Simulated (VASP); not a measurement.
Output of a VASP run:

OUTCAR:
```
 ion  position               nearest neighbor table
   1  0.000  0.289  0.667-   2 2.42   3 2.42   2 2.73   2 2.73   3 2.73   3 2.73
   2  0.711  0.711  0.000-   3 2.42   1 2.42   1 2.73   3 2.73   3 2.73   1 2.73
   3  0.289  0.000  0.333-   2 2.42   1 2.42   2 2.73   2 2.73   1 2.73   1 2.73
  LATTYP: Found a hexagonal cell.
 ALAT       =     3.4670433738
 C/A-ratio  =     1.4634329990
 Subroutine PRICEL returns:
 Original cell was already a primitive cell.
 Subroutine GETGRP returns: Found  6 space group operations
The static configuration has the point symmetry C_2 .
 The point group associated with its full space group is D_3 .
The dynamic configuration has the point symmetry C_2 .
 Subroutine INISYM returns: Found  6 space group operations
 Subroutine IBZKPT returns following result:
 Found     32 irreducible k-points:

 Following reciprocal coordinates:
            Coordinates               Weight
  0.000000  0.000000  0.000000      1.000000
  0.142857 -0.000000  0.000000      6.000000
  0.285714  0.000000  0.000000      6.000000
  0.428571 -0.000000  0.000000      6.000000
  0.142857  0.142857  0.000000      6.000000
  0.285714  0.142857  0.000000     12.000000
  0.428571  0.142857  0.000000      6.000000
  0.285714  0.285714  0.000000      6.000000
  0.000000  0.000000  0.200000      2.000000
  0.142857 -0.000000  0.200000      6.000000
 -0.000000  0.142857  0.200000      6.000000
  0.285714  0.000000  0.200000      6.000000
  0.000000  0.285714  0.200000      6.000000
  0.428571 -0.000000  0.200000      6.000000
 -0.000000  0.428571  0.200000      6.000000
  0.142857  0.142857  0.200000     12.000000
  0.285714  0.142857  0.200000     12.000000
 -0.142857  0.428571  0.200000     12.000000
  0.428571  0.142857  0.200000     12.000000
  0.285714  0.285714  0.200000     12.000000
  0.000000  0.000000  0.400000      2.000000
  0.142857 -0.000000  0.400000      6.000000
 -0.000000  0.142857  0.400000      6.000000
  0.285714  0.000000  0.400000      6.000000
  0.000000  0.285714  0.400000      6.000000
  0.428571 -0.000000  0.400000      6.000000
 -0.000000  0.428571  0.400000      6.000000
  0.142857  0.142857  0.400000     12.000000
  0.285714  0.142857  0.400000     12.000000
 -0.142857  0.428571  0.400000     12.000000
  0.428571  0.142857  0.400000     12.000000
  0.285714  0.285714  0.400000     12.000000
   k-points           NKPTS =     32   k-points in BZ     NKDIM =     32   number of bands    NBANDS=     13
   number of dos      NEDOS =    301   number of ions     NIONS =      3
   total plane-waves  NPLWV =  31360
   dimension x,y,z NGX =    28 NGY =   28 NGZ =   40
   dimension x,y,z NGXF=    56 NGYF=   56 NGZF=   80
   ions per type =               3
   PREC   = accura    normal or accurate (medium, high low for compatibility)
   ISTART =      0    job   : 0-new  1-cont  2-samecut
   ICHARG =      2    charge: 1-file 2-atom 10-const
   ISPIN  =      1    spin polarized calculation?
   LNONCOLLINEAR =      F non collinear calculations
   LSORBIT =      F    spin-orbit coupling
   INIWAV =      1    electr: 0-lowe 1-rand  2-diag
   ENCUT  =  500.0 eV  36.75 Ry    6.06 a.u.   6.32  6.32  9.25*2*pi/ulx,y,z
   NELM   =    100;   NELMIN=  2; NELMDL= -5     # of ELM steps
   EDIFF  = 0.1E-05   stopping-criterion for ELM
   LREAL  =      F    real-space projection
   NLSPLINE    = F    spline interpolate recip. space projectors
   LMAXMIX     =    4 max onsite mixed and CHGCAR
   VOSKOWN=      0    Vosko Wilk Nusair interpolation
   EDIFFG = -.2E-01   stopping-criterion for IOM
   NSW    =     40    number of steps for IOM
   NBLOCK =      1;   KBLOCK =     40    inner block; outer block
   IBRION =      2    ionic relax: 0-MD 1-quasi-New 2-CG
   NFREE  =      1    steps in history (QN), initial steepest desc. (CG)
   ISIF   =      3    stress and relaxation
   ISYM   =      2    0-nonsym 1-usesym 2-fastsym
   TEIN   =    0.0    initial temperature
   TEBEG  =    0.0;   TEEND  =   0.0 temperature during run
...
```

### OSZICAR
```
       N       E                     dE             d eps       ncg     rms          rms(c)
DAV:   1     0.511316638900E+02    0.51132E+02   -0.80605E+03   832   0.122E+03
DAV:   2    -0.397428859160E+02   -0.90875E+02   -0.87526E+02  1170   0.192E+02
DAV:   3    -0.446634623501E+02   -0.49206E+01   -0.48786E+01  1002   0.496E+01
DAV:   4    -0.447010977336E+02   -0.37635E-01   -0.37611E-01   912   0.485E+00
DAV:   5    -0.447013597895E+02   -0.26206E-03   -0.26204E-03  1007   0.363E-01    0.104E+01
DAV:   6    -0.413142298580E+02    0.33871E+01   -0.35320E-01   832   0.607E+00    0.742E+00
DAV:   7    -0.393372882031E+02    0.19769E+01   -0.13361E+00   857   0.883E+00    0.385E+00
DAV:   8    -0.410338932392E+02   -0.16966E+01   -0.54346E-01   832   0.636E+00    0.775E-01
DAV:   9    -0.412154609329E+02   -0.18157E+00   -0.66668E-02   962   0.217E+00    0.468E-01
DAV:  10    -0.412265604050E+02   -0.11099E-01   -0.49272E-02   837   0.230E+00    0.335E-01
DAV:  11    -0.412340653145E+02   -0.75049E-02   -0.51096E-03   832   0.714E-01    0.903E-02
DAV:  12    -0.412470406573E+02   -0.12975E-01   -0.32410E-03   852   0.508E-01    0.331E-02
DAV:  13    -0.412479129047E+02   -0.87225E-03   -0.11189E-03   847   0.332E-01    0.499E-02
DAV:  14    -0.412481758837E+02   -0.26298E-03   -0.11414E-04   872   0.970E-02    0.149E-02
DAV:  15    -0.412482311218E+02   -0.55238E-04   -0.88689E-05   957   0.737E-02    0.110E-02
DAV:  16    -0.412482248980E+02    0.62238E-05   -0.62068E-06   847   0.263E-02    0.736E-03
DAV:  17    -0.412482302157E+02   -0.53177E-05   -0.10882E-05   872   0.244E-02    0.164E-03
DAV:  18    -0.412482297567E+02    0.45898E-06   -0.76927E-07   441   0.781E-03
   1 F= -.31358328E+02 E0= -.31358328E+02  d E =-.313583E+02
```

OUTCAR:
```
------------------------ aborting loop because EDIFF is reached ----------------------------------------
  FORCE on cell =-STRESS in cart. coord.  units (eV):
  Direction    XX          YY          ZZ          XY          YZ          ZX
  --------------------------------------------------------------------------------------
  Total        9.8773540      9.8773522      9.9168405      0.0000000      0.0000000      0.0000000
  in kB      299.6193656    299.6193111    300.8171479      0.0000000      0.0000000      0.0000000
  external PRESSURE =       0.0186082 kB  Pullay stress =     300.0000000 kB
  volume of cell :       52.82
      direct lattice vectors                 reciprocal lattice vectors
     1.733521805 -3.002547569  0.000000000     0.288430176 -0.166525255  0.000000000
     1.733521805  3.002547569  0.000000000     0.288430176  0.166525255  0.000000000
     0.000000000  0.000000000  5.073785682     0.000000000  0.000000000  0.197091494
 POSITION                                       TOTAL-FORCE (eV/Angst)
 -----------------------------------------------------------------------------------
      0.50027      0.86650      3.38253         0.004485      0.007768     -0.000000
      2.46650      0.00000      0.00000        -0.008969      0.000000     -0.000000
      0.50027     -0.86650      1.69126         0.004485     -0.007768      0.000000
 -----------------------------------------------------------------------------------
    total drift:                               -0.000249     -0.000425      0.000012
  FREE ENERGIE OF THE ION-ELECTRON SYSTEM (eV)
  ---------------------------------------------------
  free  energy   TOTEN  =       -41.2482297567 eV

  energy  without entropy=      -41.2482297567  energy(sigma->0) =      -41.24822976
  enthalpy is  TOTEN    =       -31.3583276683 eV   P V=        9.8899020884

 reached required accuracy - stopping structural energy minimisation
```
(Selected blocks of OUTCAR.)

### POSCAR
```
Se
1
    1.7335218051    -3.0025475695    -0.0000000000
    1.7335218051     3.0025475695     0.0000000000
    0.0000000000     0.0000000000     5.0737856821
Se
3
Direct
  1.0000000000   0.2885878584   0.6666670000
  0.7114121417   0.7114121417   0.0000000000
  0.2885878584   1.0000000000   0.3333330000
```

Question: Write an INCAR and KPOINTS that could have produced this output.

Answer: This is not unique; one that fits is the input of the run itself, r2SCAN meta-GGA, plane waves, VASP's PBE PAW potentials (set 64).

### KPOINTS
```
Automatic mesh
0
Gamma
7 7 5
0 0 0
```

**INCAR**
```
SYSTEM = Se
PREC = Accurate
ENCUT = 500
EDIFF = 1E-6
NELM = 100
ALGO = Normal
LREAL = .FALSE.
LASPH = .TRUE.
ISMEAR = 0
SIGMA = 0.05
METAGGA = R2SCAN
LMIXTAU = .TRUE.
LMAXMIX = 4
LWAVE = .FALSE.
LCHARG = .FALSE.
IBRION = 2
ISIF = 3
NSW = 40
EDIFFG = -0.02
PSTRESS = 300
```

POTCAR, in this order: Se (PBE.64 set). Program: vasp_std.

The compound is Se in the trig structure. It was relaxed first under an external pressure of 30 GPa.
